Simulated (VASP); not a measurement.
# NbAl2N3 (P-3m1) in VASP: band structure with PBE

Aim: the band structure of NbAl2N3 with PBE.

Program: VASP 6.6.1. These are calculated values, not measurements. Logs are shortened: lines on timing, memory, paths and dates and some standing lists are left out, and cuts for length are marked.

## Step 1: Starting point

The structure is trigonal, space group P-3m1 (No. 164). Conventional cell: a = 2.902 Å, b = 2.902 Å, c = 7.587 Å, α = 90.00°, β = 90.00°, γ = 120.00°. Al (site symmetry 3m) is surrounded by 6 N at 2.02 to 2.05 Å. Around Nb (site symmetry -3m) lie 6 N at 2.24 Å. Around N (site symmetry 3m) lie 3 Al at 2.02 Å and 3 Nb at 2.24 Å. N (site symmetry -3m) is surrounded by 6 Al at 2.05 Å.

The cell was built by a generator and needn't be a form met in nature.

## Step 2: Band structure, PBE

File INCAR:

```
SYSTEM = NbAl2N3
PREC     = Accurate       ! precision mode
ENCUT    = 520            ! plane-wave cutoff, eV
EDIFF    = 1E-6           ! SCF threshold, eV
ISMEAR   = 0              ! smearing method
SIGMA    = 0.1            ! smearing width, eV
LREAL    = .FALSE.        ! projectors in reciprocal space
LASPH    = .TRUE.         ! aspherical terms in the spheres
NELM     = 60             ! most SCF steps
ALGO     = Fast           ! electronic algorithm
ISIF     = 2              ! what is computed and relaxed
LWAVE    = .FALSE.        ! write WAVECAR
LCHARG   = .FALSE.        ! write CHGCAR
LMAXMIX  = 4              ! l up to which the mixer works
GGA      = PE             ! functional
```

File KPOINTS:

```
Automatic mesh
0
G
  12 12 4
  0 0 0
```

File POSCAR:

```
NbAl2N3
1.0
    2.9024080000      0.0000000000      0.0000000000
   -1.4512040000      2.5135590000      0.0000000000
    0.0000000000      0.0000000000      7.5868500000
Al Nb N
2 1 3
Direct
    0.3333330000      0.6666670000      0.6551280000
    0.6666670000      0.3333330000      0.3448720000
    0.0000000000      0.0000000000      0.0000000000
    0.6666670000      0.3333330000      0.8040310000
    0.3333330000      0.6666670000      0.1959690000
    0.0000000000      0.0000000000      0.5000000000
```

File KPOINTS_OPT:

```
path GMKGALHA,LM,KH
10
line-mode
reciprocal
 0.0000000000  0.0000000000  0.0000000000  G
 0.5000000000  0.0000000000  0.0000000000  M

 0.5000000000  0.0000000000  0.0000000000  M
 0.3333333333  0.3333333333  0.0000000000  K

 0.3333333333  0.3333333333  0.0000000000  K
 0.0000000000  0.0000000000  0.0000000000  G

 0.0000000000  0.0000000000  0.0000000000  G
 0.0000000000  0.0000000000  0.5000000000  A

 0.0000000000  0.0000000000  0.5000000000  A
 0.5000000000  0.0000000000  0.5000000000  L

 0.5000000000  0.0000000000  0.5000000000  L
 0.3333333333  0.3333333333  0.5000000000  H

 0.3333333333  0.3333333333  0.5000000000  H
 0.0000000000  0.0000000000  0.5000000000  A

 0.5000000000  0.0000000000  0.5000000000  L
 0.5000000000  0.0000000000  0.0000000000  M

 0.3333333333  0.3333333333  0.0000000000  K
 0.3333333333  0.3333333333  0.5000000000  H
```

Potentials or basis: VASP PAW PBE potentials, release 64 (Al, Nb_sv, N).

Run with:

```bash
cat potpaw_PBE.64/Al/POTCAR potpaw_PBE.64/Nb_sv/POTCAR potpaw_PBE.64/N/POTCAR > POTCAR
mpirun -np 1 vasp_std > vasp.out
```

OUTCAR:

```text
SYSTEM = NbAl2N3
   PREC = Accurate
   ENCUT = 520
   EDIFF = 1E-6
   ISMEAR = 0
   LREAL = .FALSE.
   LASPH = .TRUE.
   NELM = 60
   ISIF = 2
   GGA = PE

 ion  position               nearest neighbor table
   1  0.333  0.667  0.655-   4 2.02   4 2.02   4 2.02   6 2.05   6 2.05   6 2.05   2 2.89   2 2.89
                             2 2.89   3 3.11   3 3.11   3 3.11
   2  0.667  0.333  0.345-   5 2.02   5 2.02   5 2.02   6 2.05   6 2.05   6 2.05   1 2.89   1 2.89
                             1 2.89   3 3.11   3 3.11   3 3.11
   3  0.000  0.000  0.000-   4 2.24   5 2.24   5 2.24   4 2.24   4 2.24   5 2.24   1 3.11   2 3.11
                             1 3.11   2 3.11   1 3.11   2 3.11
   4  0.667  0.333  0.804-   1 2.02   1 2.02   1 2.02   3 2.24   3 2.24   3 2.24
   5  0.333  0.667  0.196-   2 2.02   2 2.02   2 2.02   3 2.24   3 2.24   3 2.24
   6  0.000  0.000  0.500-   1 2.05   2 2.05   1 2.05   2 2.05   2 2.05   1 2.05

  LATTYP: Found a hexagonal cell.
 ALAT       =     2.9024080000
 C/A-ratio  =     2.6139846638

  Lattice vectors:

 A1 = (   2.9024080000,   0.0000000000,   0.0000000000)
 A2 = (  -1.4512040000,   2.5135590000,   0.0000000000)
 A3 = (   0.0000000000,   0.0000000000,   7.5868500000)

Analysis of symmetry for initial positions (statically):
=====================================================================
 Subroutine PRICEL returns:
 Original cell was already a primitive cell.

 Routine SETGRP: Setting up the symmetry group for a
 hexagonal supercell.

 Subroutine GETGRP returns: Found 12 space group operations
 (whereof 12 operations were pure point group operations)
 out of a pool of 24 trial point group operations.

The static configuration has the point symmetry D_3d.

Analysis of symmetry for dynamics (positions and initial velocities):
=====================================================================
 Subroutine PRICEL returns:
 Original cell was already a primitive cell.

 Routine SETGRP: Setting up the symmetry group for a
 hexagonal supercell.

 Subroutine GETGRP returns: Found 12 space group operations
 (whereof 12 operations were pure point group operations)
 out of a pool of 24 trial point group operations.

The dynamic configuration has the point symmetry D_3d.

 Subroutine INISYM returns: Found 12 space group operations
 (whereof 12 operations are pure point group operations),
 and found     1 'primitive' translations

----------------------------------------------------------------------------------------

                                     Primitive cell

  volume of cell :      55.3489

  direct lattice vectors                    reciprocal lattice vectors
     2.902408000  0.000000000  0.000000000     0.344541498  0.198921131  0.000000000
    -1.451204000  2.513559000  0.000000000     0.000000000  0.397842263  0.000000000
     0.000000000  0.000000000  7.586850000     0.000000000  0.000000000  0.131807008

  length of vectors
     2.902408000  2.902407948  7.586850000     0.397842256  0.397842263  0.131807008

  position of ions in fractional coordinates (direct lattice)
     0.333333000  0.666667000  0.655128000
     0.666667000  0.333333000  0.344872000
     0.000000000  0.000000000  0.000000000
     0.666667000  0.333333000  0.804031000
     0.333333000  0.666667000  0.195969000
     0.000000000  0.000000000  0.500000000

  ion indices of the primitive-cell ions
   primitive index   ion index
                 1           1
                 2           2
                 3           3
                 4           4
                 5           5
                 6           6

----------------------------------------------------------------------------------------

 KPOINTS: Automatic mesh

Automatic generation of k-mesh.
 Grid dimensions read from file:
 generate k-points for:   12   12    4

 Generating k-lattice:

  Cartesian coordinates                     Fractional coordinates (reciprocal lattice)
     0.028711791  0.016576761  0.000000000     0.083333333  0.000000000  0.000000000
     0.000000000  0.033153522  0.000000000     0.000000000  0.083333333  0.000000000
     0.000000000  0.000000000  0.032951752     0.000000000  0.000000000  0.250000000

  Length of vectors
     0.033153521  0.033153522  0.032951752

  Shift w.r.t. Gamma in fractional coordinates (k-lattice)
     0.000000000  0.000000000  0.000000000

 Subroutine IBZKPT returns following result:
 ===========================================

 Found     69 irreducible k-points:

 Following reciprocal coordinates:
            Coordinates               Weight
  0.000000  0.000000  0.000000      1.000000
  0.083333  0.000000  0.000000      6.000000
  0.166667  0.000000  0.000000      6.000000
  0.250000  0.000000  0.000000      6.000000
  0.333333  0.000000  0.000000      6.000000
  0.416667  0.000000  0.000000      6.000000
[... 16 lines left out ...]
  0.166667  0.000000  0.250000      6.000000
  0.000000  0.166667  0.250000      6.000000
 [... further k-points ...]
   k-points           NKPTS =     69   k-points in BZ     NKDIM =     69   number of bands    NBANDS=     21
   number of dos      NEDOS =    301   number of ions     NIONS =      6
   total plane-waves  NPLWV =  32256
   dimension x,y,z NGX =    24 NGY =   24 NGZ =   56
   dimension x,y,z NGXF=    48 NGYF=   48 NGZF=  112
   ions per type =               2   1   3
   NGX,Y,Z   is equivalent  to a cutoff of  13.75, 13.75, 12.27 a.u.
   NGXF,Y,Z  is equivalent  to a cutoff of  27.49, 27.49, 24.54 a.u.
 SYSTEM =  NbAl2N3
   PREC   = accura    normal or accurate (medium, high low for compatibility)
   ISTART =      0    job   : 0-new  1-cont  2-samecut
   ICHARG =      2    charge: 1-file 2-atom 10-const
   ISPIN  =      1    spin polarized calculation?
   LNONCOLLINEAR =      F non collinear calculations
   LSORBIT =      F    spin-orbit coupling
   LASPH  =      T    aspherical Exc in radial PAW
   ENCUT  =  520.0 eV  38.22 Ry    6.18 a.u.   5.40  5.40 14.11*2*pi/ulx,y,z
   NELM   =     60;   NELMIN=  2; NELMDL= -5     # of ELM steps
   EDIFF  = 0.1E-05   stopping-criterion for ELM
   LREAL  =      F    real-space projection
   EDIFFG = 0.1E-04   stopping-criterion for IOM
   NSW    =      0    number of steps for IOM
   IBRION =     -1    ionic relax: 0-MD 1-quasi-New 2-CG
   NFREE  =      0    steps in history (QN), initial steepest desc. (CG)
   ISIF   =      2    stress and relaxation
   ISYM   =      2    0-nonsym 1-usesym 2-fastsym
   POTIM  = 0.5000    time-step for ionic-motion
   TEBEG  =    0.0;   TEEND  =   0.0 temperature during run
   PSTRESS=    0.0 pullay stress
   NELECT =      34.0000    total number of electrons
   NUPDOWN=      -1.0000    fix difference up-down
   EMIN   =  10.00;   EMAX   =-10.00  energy-range for DOS
   EFERMI =   0.00;   METHOD = LEGACY
   ISMEAR =     0;   SIGMA  =   0.10  broadening in eV -4-tet -1-fermi 0-gaus
   EFERMI_NEDOS =   21; number of points for ismear=-14 and -15
   IALGO  =     68    algorithm
   IMIX   =      4    mixing-type and parameters
     AMIX     =   0.40;   BMIX     =  1.00
     AMIX_MAG =   1.60;   BMIX_MAG =  1.00
  volume/ion in A,a.u.               =       9.22        62.25
  Fermi-wavevector in a.u.,A,eV,Ry     =   1.391655  2.629846 26.350437  1.936702
  Thomas-Fermi vector in A             =   2.515473
   LORBIT       =      0    0 simple, 1 ext, 2 COOP (PROOUT), +10 PAW based schemes
   GGA     = PE    functional components
   LHFCALC =     F    Hartree Fock is set to
   AEXX    =    0.0000 exact exchange contribution
   IVDW    =     0    specifies the selected vdW correction
   LEPSILON=     F    determine dielectric tensor
   LRPA    =     F    only Hartree local field effects (RPA)
 non-spin polarized calculation
 RMM-DIIS sequential band-by-band and
 Gauss-broadening in eV      SIGMA  =   0.10
  energy-cutoff  :      520.00
  volume of cell :       55.35
 maximum number of plane-waves:      1528
 NGX is ok and might be reduce to    24
   NGX = 11   NGY = 11   NGZ = 29

 number of electron      34.0000000 magnetization

 Free energy of the ion-electron system (eV)
  ---------------------------------------------------
  ext. energy  EPLUGINS =         0.00000000
  ---------------------------------------------------
  free energy    TOTEN  =       -49.41378510 eV

  energy without entropy =      -49.40956322  energy(sigma->0) =      -49.41167416

 E-fermi :  11.6824     XC(G=0): -12.6159

 val. band max:       11.6642077074   @ k =   0.1667   0.1667   0.0000
 cond. band min:      11.7047995240   @ k =   0.3333   0.2500   0.5000
 fundamental gap:      0.0405918166
 Fermi energy:        11.6824326927

 k-point     1 :       0.0000    0.0000    0.0000
  band No.  band energies     occupation
      1     -43.9282      2.00000
      2     -20.1443      2.00000
      3     -19.3960      2.00000
      4     -19.3960      2.00000
      5      -6.4653      2.00000
      6      -4.5145      2.00000
[... 13 lines left out ...]
     20      15.1240      0.00000
     21      16.3803      0.00000

 k-point     2 :       0.0833    0.0000    0.0000
  band No.  band energies     occupation
      1     -43.9159      2.00000
      2     -20.1248      2.00000
      3     -19.4879      2.00000
      4     -19.4155      2.00000
      5      -6.3412      2.00000
      6      -4.4586      2.00000
[... 13 lines left out ...]
     20      14.9932      0.00000
     21      16.8746      0.00000

 k-point     3 :       0.1667    0.0000    0.0000
  band No.  band energies     occupation
      1     -43.8820      2.00000
      2     -20.0714      2.00000
      3     -19.7332      2.00000
      4     -19.4684      2.00000
      5      -5.9797      2.00000
      6      -4.3008      2.00000
[... 13 lines left out ...]
     20      15.1378      0.00000
     21      17.2242      0.00000
[... 457 lines left out ...]
 k-point    23 :       0.1667    0.0000    0.2500
  band No.  band energies     occupation
      1     -43.8820      2.00000
      2     -20.0714      2.00000
      3     -19.7332      2.00000
      4     -19.4684      2.00000
      5      -5.8943      2.00000
      6      -4.6575      2.00000
[... 13 lines left out ...]
     20      15.0889      0.00000
     21      17.6534      0.00000

 k-point    24 :       0.0000    0.1667    0.2500
  band No.  band energies     occupation
      1     -43.8820      2.00000
      2     -20.0714      2.00000
      3     -19.7332      2.00000
      4     -19.4684      2.00000
      5      -5.9048      2.00000
      6      -4.6176      2.00000
[... 13 lines left out ...]
     20      14.8439      0.00000
     21      15.3924      0.00000

 [... further k-points ...]

------------------------ aborting loop because EDIFF is reached ----------------------------------------

  FORCE on cell =-STRESS in cart. coord.  units (eV):
  Direction    XX          YY          ZZ          XY          YZ          ZX
  --------------------------------------------------------------------------------------
  -------------------------------------------------------------------------------------
  Total       -0.0009436     -0.0009436      0.0012106      0.0000000      0.0000000      0.0000000
  in kB       -0.0273134     -0.0273133      0.0350431      0.0000000      0.0000000      0.0000000
  external PRESSURE =      -0.0065279 kB  Pullay stress =       0.0000000 kB

 VOLUME and BASIS-vectors are now :
 -----------------------------------------------------------------------------
  energy-cutoff  :      520.00
  volume of cell :       55.35
      direct lattice vectors                 reciprocal lattice vectors
     2.902408000  0.000000000  0.000000000     0.344541498  0.198921131  0.000000000
    -1.451204000  2.513559000  0.000000000     0.000000000  0.397842263  0.000000000
     0.000000000  0.000000000  7.586850000     0.000000000  0.000000000  0.131807008

 POSITION                                       TOTAL-FORCE (eV/Angst)
 -----------------------------------------------------------------------------------
     -0.00000      1.67571      4.97036        -0.000000      0.000000      0.002105
      1.45121      0.83785      2.61649        -0.000000     -0.000000     -0.002105
      0.00000      0.00000      0.00000        -0.000000      0.000000     -0.000000
      1.45121      0.83785      6.10006        -0.000000      0.000000     -0.002693
     -0.00000      1.67571      1.48679         0.000000     -0.000000      0.002693
      0.00000      0.00000      3.79343        -0.000000      0.000000     -0.000000
 -----------------------------------------------------------------------------------
    total drift:                                0.000000     -0.000000      0.000000

  FREE ENERGIE OF THE ION-ELECTRON SYSTEM (eV)
  ---------------------------------------------------
  free  energy   TOTEN  =       -49.4137851047 eV

  energy  without entropy=      -49.4095632155  energy(sigma->0) =      -49.41167416
```

It took 3.4 min on 1 thread of Intel Xeon Platinum 8488C (Sapphire Rapids), shared host; peak memory 0.27 GiB.

Results:

```yaml
Free_energy: -49.4138 eV
Pressure: 0.0 GPa
Band_gap_along_the_path: none (metal or under the smearing width)
```

Forces in eV/Å, atoms in the order of the input:
```
Al   0.000  0.000  0.002
Al   0.000  0.000 -0.002
Nb   0.000  0.000  0.000
N    0.000  0.000 -0.003
N    0.000  0.000  0.003
N    0.000  0.000  0.000
```

Levels at the corners of the path, in eV from the Fermi level:
```csv
point,band 15,band 16,band 17,band 18,band 19,band 20
Γ,-1.45,-1.45,-0.93,0.60,0.60,3.40
M,-2.86,-2.59,-2.34,2.95,3.82,4.38
M,-2.86,-2.59,-2.34,2.95,3.82,4.38
K,-4.44,-2.58,0.57,0.57,2.80,4.78
K,-4.44,-2.58,0.57,0.57,2.80,4.78
Γ,-1.45,-1.45,-0.93,0.60,0.60,3.40
Γ,-1.45,-1.45,-0.93,0.60,0.60,3.40
A,-1.83,-1.83,-0.13,0.64,0.64,3.44
A,-1.83,-1.83,-0.13,0.64,0.64,3.44
L,-3.02,-2.95,-2.04,3.54,3.89,4.43
L,-3.02,-2.95,-2.04,3.54,3.89,4.43
H,-4.27,-3.26,0.88,0.88,2.81,3.97
H,-4.27,-3.26,0.88,0.88,2.81,3.97
A,-1.83,-1.83,-0.13,0.64,0.64,3.44
L,-3.02,-2.95,-2.04,3.54,3.89,4.43
M,-2.86,-2.59,-2.34,2.95,3.82,4.38
K,-4.44,-2.58,0.57,0.57,2.80,4.78
H,-4.27,-3.26,0.88,0.88,2.81,3.97
```
